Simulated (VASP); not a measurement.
Level of theory: PBE GGA, VASP's PBE PAW potentials (set 64) (plane waves; VASP).

The input files of a VASP run:

File KPOINTS:
```
kpoints
0
G
  17 17 17
```

File POSCAR:
```
V
1
   -1.4536439900     1.4536439900     1.4536439900
    1.4536439900    -1.4536439900     1.4536439900
    1.4536439900     1.4536439900    -1.4536439900
V
1
Direct
  0.0000000000   0.0000000000   0.0000000000
```

### INCAR
```
ALGO = Normal
EDIFF = 1E-6
EDIFFG = -0.02
ENCUT = 500
GGA = PE
IBRION = 2
ISIF = 3
ISMEAR = 1
LASPH = T
LCHARG = F
LMAXMIX = 4
LREAL = F
LWAVE = F
NELM = 100
NSW = 40
PREC = Accurate
PSTRESS = 300
SIGMA = 0.1
SYSTEM = V
```

POTCAR, in this order: V_sv (PBE.64 set). Program: vasp_std.

Output of the run:

### OSZICAR
```
       N       E                     dE             d eps       ncg     rms          rms(c)
DAV:   1     0.835011913433E+02    0.83501E+02   -0.71998E+03  3302   0.141E+03
DAV:   2    -0.878811921591E+01   -0.92289E+02   -0.90361E+02  3378   0.364E+02
DAV:   3    -0.101322968119E+02   -0.13442E+01   -0.13168E+01  3420   0.521E+01
DAV:   4    -0.101404406488E+02   -0.81438E-02   -0.81422E-02  3354   0.424E+00
DAV:   5    -0.101405371774E+02   -0.96529E-04   -0.96528E-04  3428   0.457E-01    0.209E+01
DAV:   6    -0.894954131711E+01    0.11910E+01   -0.44019E+00  3316   0.325E+01    0.314E+00
DAV:   7    -0.892673780166E+01    0.22804E-01   -0.33927E-02  3342   0.230E+00    0.128E+00
DAV:   8    -0.891952397880E+01    0.72138E-02   -0.71125E-03  3320   0.152E+00    0.875E-02
DAV:   9    -0.891949942197E+01    0.24557E-04   -0.23970E-04  3334   0.261E-01    0.313E-02
DAV:  10    -0.891950351818E+01   -0.40962E-05   -0.84641E-06  3320   0.391E-02    0.157E-03
DAV:  11    -0.891950378135E+01   -0.26317E-06   -0.15641E-07  1672   0.593E-03
   1 F= -.66188841E+01 E0= -.66187233E+01  d E =-.661888E+01
       N       E                     dE             d eps       ncg     rms          rms(c)
DAV:   1    -0.112044144460E+02   -0.22849E+01   -0.57012E+01  3300   0.132E+02    0.227E+01
DAV:   2    -0.868950538689E+01    0.25149E+01   -0.82577E+00  3310   0.481E+01    0.366E+00
DAV:   3    -0.862837990320E+01    0.61125E-01   -0.17424E-01  3324   0.612E+00    0.323E+00
DAV:   4    -0.861959195746E+01    0.87879E-02   -0.27641E-02  3300   0.266E+00    0.235E-01
DAV:   5    -0.861972778607E+01   -0.13583E-03   -0.27665E-03  3348   0.770E-01    0.902E-02
DAV:   6    -0.861961986170E+01    0.10792E-03   -0.10469E-04  3308   0.158E-01    0.796E-03
DAV:   7    -0.861961760688E+01    0.22548E-05   -0.45278E-06  3322   0.315E-02    0.201E-03
DAV:   8    -0.861961862865E+01   -0.10218E-05   -0.45846E-08  1650   0.339E-03    0.287E-04
DAV:   9    -0.861961862876E+01   -0.11596E-09   -0.34954E-09  1650   0.110E-03
   2 F= -.65678803E+01 E0= -.65678117E+01  d E =0.510037E-01
       N       E                     dE             d eps       ncg     rms          rms(c)
DAV:   1    -0.101277928465E+02   -0.15082E+01   -0.29175E+01  3300   0.101E+02    0.131E+01
DAV:   2    -0.886806832362E+01    0.12597E+01   -0.53356E+00  3308   0.339E+01    0.178E+00
DAV:   3    -0.885628053317E+01    0.11788E-01   -0.17391E-02  3300   0.173E+00    0.116E+00
DAV:   4    -0.885249509534E+01    0.37854E-02   -0.13713E-02  3302   0.173E+00    0.161E-01
DAV:   5    -0.885249411810E+01    0.97724E-06   -0.18131E-04  3342   0.210E-01    0.654E-02
DAV:   6    -0.885249688979E+01   -0.27717E-05   -0.53781E-06  3280   0.321E-02    0.573E-03
DAV:   7    -0.885249554752E+01    0.13423E-05   -0.26317E-07  1650   0.811E-03    0.216E-03
DAV:   8    -0.885249513827E+01    0.40925E-06   -0.13569E-08  1650   0.190E-03
   3 F= -.66333322E+01 E0= -.66331827E+01  d E =-.144481E-01
```

File OUTCAR:
```
------------------------ aborting loop because EDIFF is reached ----------------------------------------
  FORCE on cell =-STRESS in cart. coord.  units (eV):
  Direction    XX          YY          ZZ          XY          YZ          ZX
  --------------------------------------------------------------------------------------
  Total        2.1992275      2.1992275      2.1992275      0.0000000     -0.0000000      0.0000000
  in kB      297.3050020    297.3050020    297.3050020      0.0000000     -0.0000000      0.0000000
  external PRESSURE =      -2.6949980 kB  Pullay stress =     300.0000000 kB
  volume of cell :       11.85
      direct lattice vectors                 reciprocal lattice vectors
    -1.436281314  1.436281314  1.436281314     0.000000000  0.348121218  0.348121218
     1.436281314 -1.436281314  1.436281314     0.348121218  0.000000000  0.348121218
     1.436281314  1.436281314 -1.436281314     0.348121218  0.348121218  0.000000000
 POSITION                                       TOTAL-FORCE (eV/Angst)
 -----------------------------------------------------------------------------------
      0.00000      0.00000      0.00000        -0.000000      0.000000      0.000000
 -----------------------------------------------------------------------------------
    total drift:                                0.000000     -0.000000      0.000000
  FREE ENERGIE OF THE ION-ELECTRON SYSTEM (eV)
  ---------------------------------------------------
  free  energy   TOTEN  =        -8.8524951383 eV

  energy  without entropy=       -8.8520467347  energy(sigma->0) =       -8.85234567
  enthalpy is  TOTEN    =        -6.6333321786 eV   P V=        2.2191629597

 reached required accuracy - stopping structural energy minimisation
```
(Selected blocks of OUTCAR.)

File CONTCAR:
```
V
   1.00000000000000
    -1.4362813142557020    1.4362813142557020    1.4362813142557020
     1.4362813142557020   -1.4362813142557020    1.4362813142557020
     1.4362813142557020    1.4362813142557020   -1.4362813142557020
  V
     1
Direct
     0.0000000000000000    0.0000000000000000    0.0000000000000000
```

Energy and stress use the plane-wave basis of the starting cell.

The compound is V in the bcc structure. This run relaxes it under an external pressure of 30 GPa. Symmetry was kept, so distortions that lower it aren't found. The run is not spin-polarised, so no magnetic state was tried.
